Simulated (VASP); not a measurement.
Here is the system:

```
ZrS2
1.0
    1.86660    -3.23305     0.00000
    1.86660     3.23305     0.00000
    0.00000     0.00000     5.93640
Zr S
1 2
Direct
  0.00000   0.00000   0.00000
  0.33333   0.66667   0.25000
  0.66667   0.33333   0.75000
```

Computed with PBE GGA, VASP's PBE PAW potentials (set 64) (plane waves; VASP). Run with 400 eV cut-off, 3×3×2 Monkhorst-Pack mesh, Gaussian smearing of 0.050 eV, potentials Zr_sv S.

### Question
What does the run give for the energy per atom (σ→0), pressure, largest force?

### Answer

```
Quantity                        Result
---------------------  ---------------
energy per atom (σ→0)   -7.068 eV/atom
pressure                    -30.8 kbar
largest force          0.01515 Ha/bohr
```

The absolute energy has meaning only against runs of the same code, potentials and settings.

The compound is ZrS2 in the 1T layered structure. The cell was not relaxed at this level. The k-mesh is coarse (spacing up to 0.65 per Å, 2π included), so the numbers may not be converged in it. The run is one of a series of settings (KPOINTS 3×3×2 Monkhorst-Pack mesh against the base run), some of them coarse on purpose.
